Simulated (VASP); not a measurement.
Here is the system:

```
AlCeCu2Ni2
1.0
    3.89604     0.00000     0.00000
    0.00000     2.54442     4.39660
    0.00000    -2.54442     4.39660
Ce Al Cu Ni
1 1 2 2
Direct
  0.00000   0.00345   0.00345
  0.00000   0.67152   0.67152
  0.00000   0.33237   0.33237
  0.50000   0.49687   0.49687
  0.50000   0.99939   0.49532
  0.50000   0.49532   0.99939
```

Computed with PBEsol GGA, VASP's PBE PAW potentials (set 64) (plane waves; VASP 6.6.1). Settings: 400 eV cut-off, 9×8×8 Γ-centred mesh, tetrahedra with Blöchl corrections, potentials Ce Al Cu Ni.

Q: What does the run give for the energy per atom (σ→0), band gap (on the k-mesh) with the smallest direct gap where there is one?

A: 
```json
{
 "band gap (on the k-mesh)": "none (metal, semimetal or under 0.01 eV)",
 "energy per atom (σ→0)": "-5.525 eV/atom"
}
```

Only differences to runs with the same potentials and settings are physical.

The structure comes from a computed database's AlCeCu2Ni2 entry (Amm2); how it stands against other phases isn't given here. It was relaxed first. The run is not spin-polarised, so no magnetic state was tried. The electron count is odd and the run is not spin-polarised, which forces a metal.
